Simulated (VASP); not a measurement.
Output of a VASP run:

OSZICAR:
```
       N       E                     dE             d eps       ncg     rms          rms(c)
DAV:   1     0.121835546896E+03    0.12184E+03   -0.58959E+03  1144   0.110E+03
DAV:   2     0.468400938523E+01   -0.11715E+03   -0.11127E+03  1154   0.272E+02
DAV:   3    -0.539435145592E+01   -0.10078E+02   -0.98896E+01  1560   0.101E+02
DAV:   4    -0.589216652138E+01   -0.49782E+00   -0.49672E+00  1572   0.205E+01
DAV:   5    -0.590603171506E+01   -0.13865E-01   -0.13861E-01  1738   0.334E+00    0.631E+00
DAV:   6    -0.582655075110E+01    0.79481E-01   -0.33282E+00  1348   0.519E+01    0.398E+00
DAV:   7    -0.569381484600E+01    0.13274E+00   -0.78891E-01  1332   0.314E+01    0.232E+00
DAV:   8    -0.569904150281E+01   -0.52267E-02   -0.62025E-02  1764   0.442E+00    0.107E+00
DAV:   9    -0.569493939876E+01    0.41021E-02   -0.11862E-02  1548   0.330E+00    0.277E-01
DAV:  10    -0.569443417022E+01    0.50523E-03   -0.25638E-03  1768   0.129E+00    0.174E-01
DAV:  11    -0.569452842116E+01   -0.94251E-04   -0.62441E-04  1742   0.409E-01    0.988E-02
DAV:  12    -0.569453472838E+01   -0.63072E-05   -0.54811E-05  1640   0.208E-01    0.598E-02
DAV:  13    -0.569453341212E+01    0.13163E-05   -0.41603E-06  1646   0.448E-02    0.491E-02
DAV:  14    -0.569453234415E+01    0.10680E-05   -0.11748E-05  1706   0.102E-01    0.793E-03
DAV:  15    -0.569453318275E+01   -0.83860E-06   -0.32140E-06  1606   0.186E-02
   1 F= -.56945332E+01 E0= -.56945332E+01  d E =-.372309E-16  mag=    -0.0000     0.0000     0.0000
```

OUTCAR:
```
------------------------ aborting loop because EDIFF is reached ----------------------------------------
  FORCE on cell =-STRESS in cart. coord.  units (eV):
  Direction    XX          YY          ZZ          XY          YZ          ZX
  --------------------------------------------------------------------------------------
  Total        0.0254656      0.0254656      0.0254656      0.0000000     -0.0000000      0.0000000
  in kB        0.7266490      0.7266490      0.7266490      0.0000000     -0.0000000      0.0000000
  external PRESSURE =       0.7266490 kB  Pullay stress =       0.0000000 kB
  volume of cell :       56.15
      direct lattice vectors                 reciprocal lattice vectors
     0.000000000  3.039273731  3.039273731    -0.164512987  0.164512987  0.164512987
     3.039273731  0.000000000  3.039273731     0.164512987 -0.164512987  0.164512987
     3.039273731  3.039273731  0.000000000     0.164512987  0.164512987 -0.164512987
  FREE ENERGIE OF THE ION-ELECTRON SYSTEM (eV)
  ---------------------------------------------------
  free  energy   TOTEN  =        -5.6945331828 eV

  energy  without entropy=       -5.6945331828  energy(sigma->0) =       -5.69453318

 Ion:    1  E_soc:     -0.0099808

 Ion:    2  E_soc:     -0.2538947
```
(Selected blocks of OUTCAR.)

### POSCAR
```
CuI
1
    0.0000000000     3.0392737310     3.0392737310
    3.0392737310     0.0000000000     3.0392737310
    3.0392737310     3.0392737310     0.0000000000
Cu I
1 1
Direct
  1.0000000000   0.0000000000   1.0000000000
  0.2500000000   0.2500000000   0.2500000000
```

Reconstruct the remaining input files.

Several could match; the one computed here: the input of the run itself, PBE GGA with spin-orbit coupling, plane waves, VASP's PBE PAW potentials (set 64).

INCAR:
```
SYSTEM = CuI
PREC = Accurate
ENCUT = 350
EDIFF = 1E-6
NELM = 100
ALGO = Normal
LREAL = .FALSE.
LASPH = .TRUE.
ISMEAR = 0
SIGMA = 0.05
GGA = PE
LMAXMIX = 4
LWAVE = .TRUE.
LCHARG = .FALSE.
LSORBIT = .TRUE.
MAGMOM = 0 0 0 0 0 0
GGA_COMPAT = .FALSE.
```

**KPOINTS**
```
Automatic mesh
0
Gamma
  6 6 6
```

POTCAR, in this order: Cu I (PBE.64 set). Program: vasp_ncl.

The compound is CuI in the zinc blende structure. It was relaxed first.
